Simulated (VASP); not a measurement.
Computed with SCAN meta-GGA, VASP's PBE PAW potentials (set 64) (plane waves; VASP).

A VASP calculation is set up with these files.

INCAR:
```
SYSTEM = CsPbCl3
PREC = Accurate
ENCUT = 520
EDIFF = 1E-7
NELM = 100
ALGO = Normal
LREAL = .FALSE.
LASPH = .TRUE.
ISMEAR = 0
SIGMA = 0.05
METAGGA = SCAN
LMIXTAU = .TRUE.
LMAXMIX = 4
LWAVE = .FALSE.
LCHARG = .FALSE.
ISIF = 2
```

File KPOINTS:
```
Automatic mesh
0
Gamma
4 4 4
0 0 0
```

File POSCAR:
```
CsPbCl3
1.0
  5.5883616365   0.0000000000   0.0000000000
  0.0000000000   5.5883616365   0.0000000000
  0.0000000000   0.0000000000   5.5883616365
Cs Pb Cl
1 1 3
Cart
  0.0000000000   0.0000000000   0.0000000000
  2.7941808183   2.7941808183   2.7941808183
  2.7941808183   0.0000000000   2.7941808183
  0.0000000000   2.7941808183   2.7941808183
  2.7941808183   2.7941808183   0.0000000000
```

POTCAR, in this order: Cs_sv Pb_d Cl (PBE.64 set). Program: vasp_std.

Question: What will the output report for the number of irreducible k-points (NKPTS), largest plane-wave count, number of space-group operations, FFT grid (NGX, NGY, NGZ)?

Answer: 
- number of irreducible k-points (NKPTS): 10
- largest plane-wave count: 4713
- number of space-group operations: 48
- FFT grid (NGX, NGY, NGZ): 42 × 42 × 42

The compound is CsPbCl3 in the cubic perovskite structure, the ideal cubic form; the compound distorts at low or room temperature. This cell is one point of a volume scan, at 0.97 of the reference volume.
